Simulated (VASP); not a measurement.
Output of a VASP run:

OSZICAR:
```
       N       E                     dE             d eps       ncg     rms           ort
DAV:   1     0.223517670527E+03    0.22352E+03   -0.10999E+04   376   0.322E+04
DAV:   2     0.486994407972E+02   -0.17482E+03   -0.17323E+03   376   0.473E+03
DAV:   3     0.687690433099E+01   -0.41823E+02   -0.41573E+02   376   0.511E+02
DAV:   4    -0.290952938797E+00   -0.71679E+01   -0.71645E+01   376   0.664E+02
DAV:   5    -0.109531542532E+01   -0.80436E+00   -0.80451E+00   376   0.177E+02
SDA:   6     0.506768670803E+01    0.61630E+01   -0.80451E+00   376   0.316E+02   0.000E+00
CGA:   7    -0.583330760171E+01   -0.10901E+02   -0.11021E+02   376   0.576E+01  -0.849E+00
CGA:   8    -0.707538474353E+01   -0.12421E+01   -0.12427E+01   376   0.120E+01  -0.471E-01
CGA:   9    -0.733306529664E+01   -0.25768E+00   -0.25767E+00   376   0.192E+00   0.356E-02
CGA:  10    -0.736798536409E+01   -0.34920E-01   -0.34942E-01   376   0.373E-01   0.104E-03
CGA:  11    -0.738215886663E+01   -0.14174E-01   -0.14145E-01   376   0.237E-01   0.187E-03
CGA:  12    -0.739116466484E+01   -0.90058E-02   -0.89923E-02   376   0.142E-01   0.832E-04
CGA:  13    -0.739646367535E+01   -0.52990E-02   -0.53009E-02   376   0.646E-02  -0.844E-05
CGA:  14    -0.739894595862E+01   -0.24823E-02   -0.24779E-02   376   0.286E-02   0.335E-04
CGA:  15    -0.740010284032E+01   -0.11569E-02   -0.11571E-02   376   0.130E-02  -0.387E-06
CGA:  16    -0.740064162721E+01   -0.53879E-03   -0.53685E-03   376   0.480E-03   0.151E-04
CGA:  17    -0.740083612088E+01   -0.19449E-03   -0.19222E-03   376   0.163E-03   0.229E-04
CGA:  18    -0.740092253526E+01   -0.86414E-04   -0.86802E-04   376   0.106E-03  -0.189E-05
CGA:  19    -0.740099803352E+01   -0.75498E-04   -0.75783E-04   376   0.113E-03  -0.685E-06
CGA:  20    -0.740107431719E+01   -0.76284E-04   -0.74774E-04   376   0.767E-04   0.504E-05
CGA:  21    -0.740111744868E+01   -0.43131E-04   -0.43518E-04   376   0.308E-04  -0.263E-05
CGA:  22    -0.740113160012E+01   -0.14151E-04   -0.14043E-04   376   0.106E-04   0.175E-05
CGA:  23    -0.740113802547E+01   -0.64253E-05   -0.63393E-05   376   0.609E-05   0.591E-06
CGA:  24    -0.740114164644E+01   -0.36210E-05   -0.36095E-05   376   0.362E-05   0.855E-07
CGA:  25    -0.740114304463E+01   -0.13982E-05   -0.14379E-05   376   0.172E-05   0.761E-06
SDA:  26    -0.740114404128E+01   -0.99665E-06   -0.97964E-06   376   0.938E-06   0.540E-06
SDA:  27    -0.740114445361E+01   -0.41232E-06   -0.97268E-06   376   0.302E-05  -0.937E-06
CGA:  28    -0.740114508737E+01   -0.63376E-06   -0.74898E-06   376   0.288E-06   0.489E-06
SDA:  29    -0.740114517808E+01   -0.90716E-07   -0.10780E-06   376   0.174E-06   0.115E-06
CGA:  30    -0.740114540635E+01   -0.22827E-06   -0.25147E-06   376   0.433E-06   0.314E-07
SDA:  31    -0.740114562000E+01   -0.21364E-06   -0.22050E-06   376   0.341E-06   0.215E-06
SDA:  32    -0.740114568995E+01   -0.69950E-07   -0.97481E-07   376   0.110E-06   0.126E-06
SDA:  33    -0.740114577586E+01   -0.85913E-07   -0.42546E-03   376   0.815E-07   0.890E-07
 trl  34    -0.727991131191E+01    0.12123E+00   -0.14047E-02   376   0.815E-07  -0.122E-01
SDA:  35    -0.740114583552E+01   -0.59657E-07   -0.14047E-02   376   0.764E-07   0.724E-07
SDA:  36    -0.740114590430E+01   -0.68788E-07   -0.30539E-03   376   0.590E-07   0.683E-07
   1 F= -.74011459E+01 E0= -.74007859E+01  d E =-.108013E-02
```

**OUTCAR**
```
------------------------ aborting loop because EDIFF is reached ----------------------------------------
  FORCE on cell =-STRESS in cart. coord.  units (eV):
  Direction    XX          YY          ZZ          XY          YZ          ZX
  --------------------------------------------------------------------------------------
  Total        0.0581262      0.0581262      0.0581262      0.0000000     -0.0000000      0.0000000
  in kB        1.2516467      1.2516467      1.2516467      0.0000000     -0.0000000      0.0000000
  external PRESSURE =       1.2516467 kB  Pullay stress =       0.0000000 kB
  volume of cell :       74.40
      direct lattice vectors                 reciprocal lattice vectors
    -2.649600403  2.649600403  2.649600403     0.000000000  0.188707701  0.188707701
     2.649600403 -2.649600403  2.649600403     0.188707701  0.000000000  0.188707701
     2.649600403  2.649600403 -2.649600403     0.188707701  0.188707701  0.000000000
 POSITION                                       TOTAL-FORCE (eV/Angst)
 -----------------------------------------------------------------------------------
      0.00000      0.00000      0.00000        -0.000000      0.000000      0.000000
 -----------------------------------------------------------------------------------
    total drift:                               -0.000000     -0.000000      0.000000
  FREE ENERGIE OF THE ION-ELECTRON SYSTEM (eV)
  ---------------------------------------------------
  free  energy   TOTEN  =        -7.4011459043 eV

  energy  without entropy=       -7.4000657754  energy(sigma->0) =       -7.40078586
```
(Selected blocks of OUTCAR.)

File POSCAR:
```
K
1
   -2.6496004027     2.6496004027     2.6496004027
    2.6496004027    -2.6496004027     2.6496004027
    2.6496004027     2.6496004027    -2.6496004027
K
1
Direct
  0.0000000000   0.0000000000   0.0000000000
```

Problem. Reconstruct the remaining input files.

Solution. One answer among several that fit: the input of the run itself, TPSS meta-GGA, plane waves, VASP's PBE PAW potentials (set 64).

INCAR:
```
ISMEAR = 1   ! Methfessel-Paxton
LASPH = .True.   ! aspherical one-centre terms
LWAVE = .False.
PREC = Accurate
LREAL = .False.
SIGMA = 0.1   ! width (eV)
SYSTEM = K
NELM = 200
LMIXTAU = .True.
ISIF = 2   ! forces and stress, cell fixed
ALGO = All
LCHARG = .False.
EDIFF = 1E-7   ! SCF stop (eV)
ENCUT = 520
METAGGA = TPSS
```

**KPOINTS**
```
Automatic mesh
0
Gamma
10 10 10
0 0 0
```

POTCAR, in this order: K_sv (PBE.64 set). Program: vasp_std.

The compound is K in the bcc structure. This cell is one point of a volume scan, at 0.97 of the reference volume.
